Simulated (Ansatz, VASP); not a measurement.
K4C: VASP beside Ansatz

INCAR

```
PREC     = Accurate       # precision mode
ENCUT    = 600            # plane-wave cutoff, eV
EDIFF    = 1E-7           # SCF threshold, eV
ISMEAR   = 0              # smearing method
SIGMA    = 0.1            # smearing width, eV
LREAL    = False          # projectors in reciprocal space
LASPH    = True           # aspherical terms in the spheres
NELM     = 100            # most SCF steps
ALGO     = Normal         # electronic algorithm
ISIF     = 3              # what is computed and relaxed
LWAVE    = False          # write WAVECAR
LCHARG   = False          # write CHGCAR
GGA      = PE             # functional
IBRION   = 2              # ionic algorithm
NSW      = 100            # ionic steps
EDIFFG   = -0.01          # ionic threshold
```

Contents of KPOINTS:

```
regular mesh
0
Gamma
  6 6 8
```

File POSCAR:

```
K4C
1.0
    7.2101312044      0.0000000000      0.0000000000
   -3.6050656022      6.2441567877      0.0000000000
    0.0000000000      0.0000000000      5.4658363441
K C
4 1
Direct
    0.5000000000      0.0000000000      0.5000000000
    0.0000000000      0.5000000000      0.5000000000
    0.5000000000      0.5000000000      0.5000000000
    0.0000000000      0.0000000000      0.0000000000
    0.0000000000      0.0000000000      0.5000000000
```

Input for Ansatz:

```yaml
crystal:
  lattice:
    - [7.2101312044, 0.0, 0.0]
    - [-3.6050656022, 6.2441567877, 0.0]
    - [0.0, 0.0, 5.4658363441]
  atoms:
    - { symbol: K, position: [0.5, 0.0, 0.5] }
    - { symbol: K, position: [0.0, 0.5, 0.5] }
    - { symbol: K, position: [0.5, 0.5, 0.5] }
    - { symbol: K, position: [0.0, 0.0, 0.0] }
    - { symbol: C, position: [0.0, 0.0, 0.5] }
basis:
  ecutwfc: 420
kpoints:
  mp_grid: { grid: [6, 6, 8] }
hamiltonian:
  xc: pbe
scf:
  occupations: { method: gaussian, width: 0.1 }
output:
  forces: true
  stress: true
  eigenvalues: true
relax:
  adjacent_minimum: "off"
  f_tol: 0.01
  max_steps: 80
  cell: { stress_tol: 0.05 }
```

Alike in both runs: task relaxation of cell and atoms; functional PBE; k mesh 6 × 6 × 8; occupations gaussian, width 0.1 eV; no spin polarisation.

|  | VASP | Ansatz |
| --- | --- | --- |
| version | VASP 6.6.1 | Ansatz 0.2.0 |
| potentials or method | VASP PAW PBE potentials, release 64 (K_sv, C) | scalar-relativistic, plane waves, PAW |
| plane-wave cutoff (eV) | 600 | 420 |
| valence electrons in the cell | 40 | 40 |

Ansatz gave:

* gap on the k mesh at the Fermi level, each at its own relaxed structure (eV): none
* relaxed volume (Å³/atom): 48.94
* relaxed cell length with the largest relative difference (Å): 5.390

Question: What did VASP give for the same quantities?

Answer: gap on the k mesh at the Fermi level, each at its own relaxed structure (eV): none; relaxed volume (Å³/atom): 49.01; relaxed cell length with the largest relative difference (Å): 5.399.

A gap of «none» marks a metal or a gap that the smearing closes.
